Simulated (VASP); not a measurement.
Output of a VASP run:

### OSZICAR
```
       N       E                     dE             d eps       ncg     rms          rms(c)
DAV:   1     0.714986524399E+03    0.71499E+03   -0.31533E+04  3096   0.193E+03
DAV:   2     0.317791848082E+02   -0.68321E+03   -0.66075E+03  3368   0.556E+02
DAV:   3    -0.416183819547E+02   -0.73398E+02   -0.72616E+02  3512   0.188E+02
DAV:   4    -0.437418875510E+02   -0.21235E+01   -0.21060E+01  3640   0.314E+01
DAV:   5    -0.437768507348E+02   -0.34963E-01   -0.34959E-01  3280   0.458E+00    0.216E+01
DAV:   6    -0.405992233081E+02    0.31776E+01   -0.22292E+01  3720   0.364E+01    0.160E+01
DAV:   7    -0.407061324026E+02   -0.10691E+00   -0.16583E+00  3232   0.101E+01    0.108E+01
DAV:   8    -0.405375241445E+02    0.16861E+00   -0.49000E-01  3160   0.640E+00    0.334E+00
DAV:   9    -0.407241667124E+02   -0.18664E+00   -0.12571E-01  3776   0.386E+00    0.900E-01
DAV:  10    -0.407293164843E+02   -0.51498E-02   -0.18977E-02  3192   0.916E-01    0.169E-01
DAV:  11    -0.407295092124E+02   -0.19273E-03   -0.58957E-04  3680   0.211E-01    0.599E-02
DAV:  12    -0.407296545123E+02   -0.14530E-03   -0.69874E-05  3320   0.681E-02    0.440E-02
DAV:  13    -0.407296867819E+02   -0.32270E-04   -0.30566E-05  3400   0.374E-02    0.121E-02
DAV:  14    -0.407296921362E+02   -0.53542E-05   -0.80322E-06  3520   0.221E-02    0.465E-03
DAV:  15    -0.407296922562E+02   -0.12006E-06   -0.45468E-07  2888   0.493E-03    0.209E-03
DAV:  16    -0.407296924230E+02   -0.16674E-06   -0.14173E-07  2504   0.255E-03    0.922E-04
DAV:  17    -0.407296924255E+02   -0.24875E-08   -0.10260E-08  1840   0.817E-04
   1 F= -.40729692E+02 E0= -.40729692E+02  d E =-.407297E+02  mag=     0.0000
       N       E                     dE             d eps       ncg     rms          rms(c)
DAV:   1    -0.407306950213E+02   -0.10026E-02   -0.31476E-01  3072   0.404E+00    0.288E-01
DAV:   2    -0.407307627022E+02   -0.67681E-04   -0.85949E-03  3688   0.666E-01    0.174E-01
DAV:   3    -0.407305178006E+02    0.24490E-03   -0.24956E-04  3880   0.136E-01    0.954E-02
DAV:   4    -0.407304467507E+02    0.71050E-04   -0.13009E-04  3624   0.854E-02    0.290E-02
DAV:   5    -0.407304471041E+02   -0.35344E-06   -0.15750E-05  3272   0.259E-02    0.157E-02
DAV:   6    -0.407304470978E+02    0.63110E-08   -0.93013E-07  4000   0.767E-03
   2 F= -.40730447E+02 E0= -.40730447E+02  d E =-.754672E-03  mag=     0.0000
       N       E                     dE             d eps       ncg     rms          rms(c)
DAV:   1    -0.407310482062E+02   -0.60110E-03   -0.43266E-01  3072   0.473E+00    0.337E-01
DAV:   2    -0.407311465857E+02   -0.98380E-04   -0.11836E-02  3688   0.781E-01    0.203E-01
DAV:   3    -0.407308101132E+02    0.33647E-03   -0.34342E-04  3960   0.160E-01    0.111E-01
DAV:   4    -0.407307130973E+02    0.97016E-04   -0.17735E-04  3656   0.999E-02    0.340E-02
DAV:   5    -0.407307135767E+02   -0.47940E-06   -0.21593E-05  3280   0.304E-02    0.184E-02
DAV:   6    -0.407307135930E+02   -0.16254E-07   -0.12696E-06  4016   0.892E-03    0.906E-03
DAV:   7    -0.407307137907E+02   -0.19778E-06   -0.32464E-07  3152   0.477E-03    0.168E-03
DAV:   8    -0.407307138052E+02   -0.14515E-07   -0.38393E-08  1648   0.152E-03
   3 F= -.40730714E+02 E0= -.40730714E+02  d E =-.102138E-02  mag=     0.0000
```

File OUTCAR:
```
------------------------ aborting loop because EDIFF is reached ----------------------------------------
  FORCE on cell =-STRESS in cart. coord.  units (eV):
  Direction    XX          YY          ZZ          XY          YZ          ZX
  --------------------------------------------------------------------------------------
  Total        1.5362897      1.5362897      1.5029649      0.0000000      0.0000000      0.0000000
  in kB       32.9435428     32.9435428     32.2289395      0.0000000      0.0000000      0.0000000
  external PRESSURE =      32.7053417 kB  Pullay stress =       0.0000000 kB
  volume of cell :       74.72
      direct lattice vectors                 reciprocal lattice vectors
     4.789700954 -0.000000000  0.000000000     0.208781302  0.000000000  0.000000000
    -0.000000000  4.789700954  0.000000000     0.000000000  0.208781302  0.000000000
     0.000000000  0.000000000  3.256841358     0.000000000  0.000000000  0.307045966
 POSITION                                       TOTAL-FORCE (eV/Angst)
 -----------------------------------------------------------------------------------
      4.78970     -0.00000      0.00000         0.000000     -0.000000      0.000000
      2.39485      2.39485      1.62842         0.000000     -0.000000      0.000000
      1.44979      1.44979      0.00000         0.002220      0.002220     -0.000000
      3.84464      0.94506      1.62842         0.002220     -0.002220      0.000000
      0.94506      3.84464      1.62842        -0.002220      0.002220     -0.000000
      3.33991      3.33991      0.00000        -0.002220     -0.002220      0.000000
 -----------------------------------------------------------------------------------
    total drift:                                0.000000      0.000000     -0.000000
  FREE ENERGIE OF THE ION-ELECTRON SYSTEM (eV)
  ---------------------------------------------------
  free  energy   TOTEN  =       -40.7307138052 eV

  energy  without entropy=      -40.7307138052  energy(sigma->0) =      -40.73071381

 total charge

# of ion       s       p       d       tot
------------------------------------------
    1        0.176   6.166   4.985  11.326
    2        0.176   6.166   4.985  11.326
    3        1.734   4.358   0.000   6.092
    4        1.734   4.358   0.000   6.092
    5        1.734   4.358   0.000   6.092
    6        1.734   4.358   0.000   6.092
--------------------------------------------------
tot          7.285  29.765   9.970  47.020

 magnetization (x)

# of ion       s       p       d       tot
------------------------------------------
    1        0.017   0.017   4.469   4.503
    2       -0.017  -0.017  -4.469  -4.503
    3       -0.003  -0.024   0.000  -0.027
    4        0.003   0.024   0.000   0.027
    5        0.003   0.024   0.000   0.027
    6       -0.003  -0.024   0.000  -0.027
--------------------------------------------------
tot          0.000   0.000   0.000   0.000

 reached required accuracy - stopping structural energy minimisation
```
(Selected blocks of OUTCAR.)

### POSCAR
```
MnF2
1
    4.7966858748     0.0000000000     0.0000000000
    0.0000000000     4.7966858748     0.0000000000
    0.0000000000     0.0000000000     3.2473630573
Mn F
2 4
Direct
  0.0000000000   0.0000000000   0.0000000000
  0.5000000000   0.5000000000   0.5000000000
  0.3035984941   0.3035984941   0.0000000000
  0.8035984941   0.1964015059   0.5000000000
  0.1964015059   0.8035984941   0.5000000000
  0.6964015059   0.6964015059   0.0000000000
```

Reconstruct the remaining input files.

One answer among several that fit: the input of the run itself, PBEsol GGA, plane waves, VASP's PBE PAW potentials (set 64).

File KPOINTS:
```
Automatic mesh
0
Gamma
5 5 7
0 0 0
```

INCAR:
```
ALGO  =  Normal
EDIFF  =  1E-7
EDIFFG  =  -0.01
ENCUT  =  520
GGA  =  PS
IBRION  =  2
ISIF  =  4
ISMEAR  =  0
ISPIN  =  2
LASPH  =  .TRUE.
LCHARG  =  .FALSE.
LMAXMIX  =  4
LORBIT  =  10
LREAL  =  .FALSE.
LWAVE  =  .FALSE.
MAGMOM  =  4.5 -4.5 -0.0 2*0.0 -0.0
NELM  =  100
NSW  =  30
PREC  =  Accurate
SIGMA  =  0.05
SYSTEM  =  MnF2
```

POTCAR, in this order: Mn_pv F (PBE.64 set). Program: vasp_std.

The compound is MnF2 in the rutile structure. This cell is one point of a volume scan, at 0.97 of the reference volume. Symmetry was kept, so distortions that lower it aren't found.
